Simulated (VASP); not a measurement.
# MnCuS2 (I-42d) in VASP: single point with r2SCAN

Aim: the single point of MnCuS2 with r2SCAN.

Everything below comes from runs of VASP 6.6.1. Logs are shortened: lines on timing, memory, paths and dates and some standing lists are left out, and cuts for length are marked.

## (1) The structure

Symmetry: I-42d, No. 122, tetragonal system. The conventional cell has a = 5.288 Å, b = 5.288 Å, c = 10.356 Å, α = 90.00°, β = 90.00°, γ = 90.00°. Around Mn (site symmetry -4) lie 4 S at 2.34 Å. Cu (site symmetry -4) has 4 S at 2.21 Å as nearest neighbours. S (site symmetry 2) has 2 Cu at 2.21 Å and 2 Mn at 2.34 Å as nearest neighbours.

The cell was built by a generator and needn't be a form met in nature.

## (2) Single point, r2SCAN

POSCAR reads:

```
MnCuS2
1.0
    0.0000000000      5.2876374300      0.0000000000
    5.2876374300      0.0000000000      0.0000000000
    2.6438182100      2.6438182100     -5.1779517100
Mn Cu S
2 2 4
Direct
    0.0000000000      0.0000000000      0.0000000000
    0.7500000000      0.2500000000      0.5000000000
    0.5000000000      0.5000000000      0.0000000000
    0.2500000000      0.7500000000      0.5000000000
    0.3750000000      0.3970000000      0.7500000000
    0.6030000000      0.1250000000      0.2500000000
    0.8750000000      0.8530000000      0.7500000000
    0.1470000000      0.6250000000      0.2500000000
```

INCAR.step1 reads:

```
SYSTEM = MnCuS2
PREC = Accurate ; ENCUT = 520
ISMEAR = -5 ; SIGMA = 0.1
LREAL = .FALSE. ; LASPH = .TRUE.
NELM = 100 ; LMAXMIX = 4
GGA = PE ; ALGO = Normal
EDIFF = 1E-4 ; LWAVE = .TRUE.
LCHARG = .FALSE.
```

INCAR.step2 reads:

```
SYSTEM = MnCuS2
PREC = Accurate ; ENCUT = 520
EDIFF = 1E-6 ; ISMEAR = -1
SIGMA = 0.1 ; LREAL = .FALSE.
LASPH = .TRUE. ; NELM = 100
ALGO = Normal ; ISIF = 2
LWAVE = .FALSE. ; LCHARG = .FALSE.
LMAXMIX = 4 ; METAGGA = R2SCAN
LMIXTAU = .TRUE. ; LORBIT = 11
ISTART = 1
```

KPOINTS reads:

```
regular mesh
0
G
  7 7 7
  0 0 0
```

Potentials or basis: VASP PAW PBE potentials, release 64 (Mn_pv, Cu, S).

On the command line:

```
$ cat potpaw_PBE.64/Mn_pv/POTCAR potpaw_PBE.64/Cu/POTCAR potpaw_PBE.64/S/POTCAR > POTCAR
$ cp INCAR.step1 INCAR
$ mpirun -np 1 vasp_std > vasp.out
$ cp INCAR.step2 INCAR
$ mpirun -np 1 vasp_std > vasp.out
```

OUTCAR:

```text
SYSTEM = MnCuS2
   PREC = Accurate
   ENCUT = 520
   EDIFF = 1E-6
   ISMEAR = -1
   LREAL = .FALSE.
   LASPH = .TRUE.
   NELM = 100
   ISIF = 2
   METAGGA = R2SCAN
   LORBIT = 11
   ISTART = 1

 ion  position               nearest neighbor table
   1  0.000  0.000  0.000-   7 2.34   8 2.34   6 2.34   5 2.34
   2  0.750  0.250  0.500-   6 2.34   5 2.34   7 2.34   8 2.34
   3  0.500  0.500  0.000-   5 2.21   8 2.21   6 2.21   7 2.21
   4  0.250  0.750  0.500-   8 2.21   5 2.21   7 2.21   6 2.21
   5  0.375  0.397  0.750-   3 2.21   4 2.21   2 2.34   1 2.34
   6  0.603  0.125  0.250-   3 2.21   4 2.21   2 2.34   1 2.34
   7  0.875  0.853  0.750-   4 2.21   3 2.21   1 2.34   2 2.34
   8  0.147  0.625  0.250-   4 2.21   3 2.21   1 2.34   2 2.34

  LATTYP: Found a body centered tetragonal cell.
 ALAT       =     5.2876374300
 C/A-ratio  =     1.9585123899

  Lattice vectors:

 A1 = (  -2.6438182100,   2.6438192200,   5.1779517100)
 A2 = (   2.6438192200,  -2.6438182100,   5.1779517100)
 A3 = (   2.6438182100,   2.6438182100,  -5.1779517100)

Analysis of symmetry for initial positions (statically):
=====================================================================
 Subroutine PRICEL returns:
 Original cell was already a primitive cell.

 Routine SETGRP: Setting up the symmetry group for a
 body centered tetragonal supercell.

 Subroutine GETGRP returns: Found  8 space group operations
 (whereof  4 operations were pure point group operations)
 out of a pool of 16 trial point group operations.

The static configuration has the point symmetry S_4 .
 The point group associated with its full space group is D_2d.

Analysis of symmetry for dynamics (positions and initial velocities):
=====================================================================
 Subroutine PRICEL returns:
 Original cell was already a primitive cell.

 Routine SETGRP: Setting up the symmetry group for a
 body centered tetragonal supercell.

 Subroutine GETGRP returns: Found  8 space group operations
 (whereof  4 operations were pure point group operations)
 out of a pool of 16 trial point group operations.

The dynamic configuration has the point symmetry S_4 .
 The point group associated with its full space group is D_2d.

 Subroutine INISYM returns: Found  8 space group operations
 (whereof  4 operations are pure point group operations),
 and found     1 'primitive' translations

----------------------------------------------------------------------------------------

                                     Primitive cell

  volume of cell :     144.7709

  direct lattice vectors                    reciprocal lattice vectors
     0.000000000  5.287637430  0.000000000     0.000000000  0.189120380  0.096563261
     5.287637430  0.000000000  0.000000000     0.189120380  0.000000000  0.096563261
     2.643818210  2.643818210 -5.177951710     0.000000000  0.000000000 -0.193126560

  length of vectors
     5.287637430  5.287637430  6.386762354     0.212346372  0.212346372  0.193126560

  position of ions in fractional coordinates (direct lattice)
     0.000000000  0.000000000  0.000000000
     0.750000000  0.250000000  0.500000000
     0.500000000  0.500000000  0.000000000
     0.250000000  0.750000000  0.500000000
     0.375000000  0.397000000  0.750000000
     0.603000000  0.125000000  0.250000000
     0.875000000  0.853000000  0.750000000
     0.147000000  0.625000000  0.250000000

  ion indices of the primitive-cell ions
   primitive index   ion index
                 1           1
                 2           2
                 3           3
                 4           4
                 5           5
                 6           6
                 7           7
                 8           8

----------------------------------------------------------------------------------------

 KPOINTS: regular mesh

Automatic generation of k-mesh.
 Grid dimensions read from file:
 generate k-points for:    7    7    7

 Generating k-lattice:

  Cartesian coordinates                     Fractional coordinates (reciprocal lattice)
     0.000000000  0.027017197  0.013794752     0.142857143  0.000000000  0.000000000
     0.027017197  0.000000000  0.013794752     0.000000000  0.142857143  0.000000000
     0.000000000  0.000000000 -0.027589509     0.000000000  0.000000000  0.142857143

  Length of vectors
     0.030335196  0.030335196  0.027589509

  Shift w.r.t. Gamma in fractional coordinates (k-lattice)
     0.000000000  0.000000000  0.000000000

 Subroutine IBZKPT returns following result:
 ===========================================

 Found     40 irreducible k-points:

 Following reciprocal coordinates:
            Coordinates               Weight
  0.000000  0.000000  0.000000      1.000000
  0.142857  0.000000 -0.000000      8.000000
  0.285714  0.000000 -0.000000      8.000000
  0.428571  0.000000 -0.000000      8.000000
  0.142857  0.142857 -0.000000      8.000000
  0.285714  0.142857 -0.000000     16.000000
[... 16 lines left out ...]
  0.285714  0.285714  0.142857      8.000000
  0.428571  0.285714  0.142857     16.000000
 [... further k-points ...]
   k-points           NKPTS =     40   k-points in BZ     NKDIM =     40   number of bands    NBANDS=     43
   number of dos      NEDOS =    301   number of ions     NIONS =      8
   total plane-waves  NPLWV =  76800
   dimension x,y,z NGX =    40 NGY =   40 NGZ =   48
   dimension x,y,z NGXF=    80 NGYF=   80 NGZF=   96
   ions per type =               2   2   4
   NGX,Y,Z   is equivalent  to a cutoff of  12.58, 12.58, 12.49 a.u.
   NGXF,Y,Z  is equivalent  to a cutoff of  25.15, 25.15, 24.99 a.u.
 SYSTEM =  MnCuS2
   PREC   = accura    normal or accurate (medium, high low for compatibility)
   ISTART =      1    job   : 0-new  1-cont  2-samecut
   ICHARG =      0    charge: 1-file 2-atom 10-const
   ISPIN  =      1    spin polarized calculation?
   LNONCOLLINEAR =      F non collinear calculations
   LSORBIT =      F    spin-orbit coupling
   LASPH  =      T    aspherical Exc in radial PAW
   ENCUT  =  520.0 eV  38.22 Ry    6.18 a.u.   9.83  9.83 11.88*2*pi/ulx,y,z
   NELM   =    100;   NELMIN=  2; NELMDL=  0     # of ELM steps
   EDIFF  = 0.1E-05   stopping-criterion for ELM
   LREAL  =      F    real-space projection
   EDIFFG = 0.1E-04   stopping-criterion for IOM
   NSW    =      0    number of steps for IOM
   IBRION =     -1    ionic relax: 0-MD 1-quasi-New 2-CG
   NFREE  =      0    steps in history (QN), initial steepest desc. (CG)
   ISIF   =      2    stress and relaxation
   ISYM   =      2    0-nonsym 1-usesym 2-fastsym
   POTIM  = 0.5000    time-step for ionic-motion
   TEBEG  =    0.0;   TEEND  =   0.0 temperature during run
   PSTRESS=    0.0 pullay stress
   NELECT =      72.0000    total number of electrons
   NUPDOWN=      -1.0000    fix difference up-down
   EMIN   =  10.00;   EMAX   =-10.00  energy-range for DOS
   EFERMI =   0.00;   METHOD = LEGACY
   ISMEAR =    -1;   SIGMA  =   0.10  broadening in eV -4-tet -1-fermi 0-gaus
   EFERMI_NEDOS =   21; number of points for ismear=-14 and -15
   IALGO  =     38    algorithm
   IMIX   =      4    mixing-type and parameters
     AMIX     =   0.40;   BMIX     =  1.00
     AMIX_MAG =   1.60;   BMIX_MAG =  1.00
  volume/ion in A,a.u.               =      18.10       122.12
  Fermi-wavevector in a.u.,A,eV,Ry     =   1.297055  2.451079 22.889801  1.682353
  Thomas-Fermi vector in A             =   2.428472
   LORBIT       =     11    0 simple, 1 ext, 2 COOP (PROOUT), +10 PAW based schemes
   METAGGA = R2SCAN    functional components
   LHFCALC =     F    Hartree Fock is set to
   AEXX    =    0.0000 exact exchange contribution
   IVDW    =     0    specifies the selected vdW correction
   LEPSILON=     F    determine dielectric tensor
   LRPA    =     F    only Hartree local field effects (RPA)
 non-spin polarized calculation
  energy-cutoff  :      520.00
  volume of cell :      144.77
 maximum number of plane-waves:      3912
   NGX = 19   NGY = 19   NGZ = 23

 number of electron      72.0000003 magnetization

 Free energy of the ion-electron system (eV)
  ---------------------------------------------------
  ext. energy  EPLUGINS =         0.00000000
  ---------------------------------------------------
  free energy    TOTEN  =       -84.27908861 eV

  energy without entropy =      -84.10418575  energy(sigma->0) =      -84.19163718

 E-fermi :   4.9771     XC(G=0): -10.7983

 val. band max:        4.9709694035   @ k =   0.0000   0.0000   0.0000
 cond. band min:       4.9784851927   @ k =   0.4286   0.0000   0.1429
 fundamental gap:      0.0075157892
 Fermi energy:         4.9770962635

 k-point     1 :       0.0000    0.0000    0.0000
  band No.  band energies     occupation
      1     -44.6925      2.00000
      2     -44.6924      2.00000
      3     -44.6902      2.00000
      4     -44.6902      2.00000
      5     -44.6847      2.00000
      6     -44.6797      2.00000
[... 35 lines left out ...]
     42       7.0255      0.00000
     43       8.2966      0.00000

 k-point     2 :       0.1429    0.0000   -0.0000
  band No.  band energies     occupation
      1     -44.6925      2.00000
      2     -44.6924      2.00000
      3     -44.6904      2.00000
      4     -44.6901      2.00000
      5     -44.6844      2.00000
      6     -44.6799      2.00000
[... 1004 lines left out ...]
 k-point    24 :       0.4286    0.2857    0.1429
  band No.  band energies     occupation
      1     -44.6923      2.00000
      2     -44.6918      2.00000
      3     -44.6913      2.00000
      4     -44.6906      2.00000
      5     -44.6827      2.00000
      6     -44.6810      2.00000
[... 35 lines left out ...]
     42       6.3521      0.00000
     43      10.2508      0.00000

 [... further k-points ...]

------------------------ aborting loop because EDIFF is reached ----------------------------------------

  FORCE on cell =-STRESS in cart. coord.  units (eV):
  Direction    XX          YY          ZZ          XY          YZ          ZX
  --------------------------------------------------------------------------------------
  -------------------------------------------------------------------------------------
  Total       -7.5175540     -7.5175540     -4.9806804     -0.0000000     -0.0000005     -0.0000005
  in kB      -83.1966436    -83.1966436    -55.1211066     -0.0000000     -0.0000054     -0.0000054
  external PRESSURE =     -73.8381313 kB  Pullay stress =       0.0000000 kB

 VOLUME and BASIS-vectors are now :
 -----------------------------------------------------------------------------
  energy-cutoff  :      520.00
  volume of cell :      144.77
      direct lattice vectors                 reciprocal lattice vectors
     0.000000000  5.287637430  0.000000000     0.000000000  0.189120380  0.096563261
     5.287637430  0.000000000  0.000000000     0.189120380  0.000000000  0.096563261
     2.643818210  2.643818210 -5.177951710     0.000000000  0.000000000 -0.193126560

 POSITION                                       TOTAL-FORCE (eV/Angst)
 -----------------------------------------------------------------------------------
      0.00000      0.00000      0.00000        -0.000000      0.000000     -0.000000
      2.64382      5.28764     -2.58898        -0.000000      0.000000     -0.000000
      2.64382      2.64382      0.00000        -0.000000      0.000000     -0.000000
      5.28764      2.64382     -2.58898        -0.000000      0.000000     -0.000000
      4.08206      3.96573     -3.88346        -2.466243      0.000000     -0.000000
      1.32191      3.84940     -1.29449        -0.000000      2.466243     -0.000000
      6.49322      6.60955     -3.88346         2.466243      0.000000     -0.000000
      3.96573      1.43824     -1.29449        -0.000000     -2.466243      0.000000
 -----------------------------------------------------------------------------------
    total drift:                                0.000321      0.000321      0.000419

  FREE ENERGIE OF THE ION-ELECTRON SYSTEM (eV)
  ---------------------------------------------------
  free  energy   TOTEN  =       -84.2790886094 eV

  energy  without entropy=      -84.1041857521  energy(sigma->0) =      -84.19163718

 total charge

# of ion       s       p       d       tot
------------------------------------------
    1        0.296   6.199   5.083  11.578
    2        0.296   6.199   5.083  11.578
    3        0.441   0.499   9.205  10.145
    4        0.441   0.499   9.205  10.145
    5        1.312   2.397   0.000   3.709
    6        1.312   2.397   0.000   3.709
    7        1.312   2.397   0.000   3.709
    8        1.312   2.397   0.000   3.709
--------------------------------------------------
tot          6.721  22.983  28.577  58.281
```

Wall time 9.1 min (1 thread of Intel Xeon 6975P-C (Granite Rapids), shared host); peak memory 0.43 GiB.

What came out:

* Free energy: -84.2791 eV
* Pressure: -7.4 GPa
* Largest force: 2.466 eV/Å
* Band gap on the k mesh: none (metal or under the smearing width)
* Valence electrons inside the program's atomic spheres: Mn 11.58; Cu 10.14; S 3.71

Forces on the atoms (eV/Å):
```
Mn   0.000  0.000  0.000
Mn   0.000  0.000  0.000
Cu   0.000  0.000  0.000
Cu   0.000  0.000  0.000
S   -2.466  0.000  0.000
S    0.000  2.466  0.000
S    2.466  0.000  0.000
S    0.000 -2.466  0.000
```

Caveat: the PAW data sets were made with another functional, which shifts forces and pressure a little; the run has no spin polarisation, though such a crystal can be magnetic; semilocal functionals often make such compounds metallic where correlation or magnetic order opens a gap, which also shifts bond lengths.
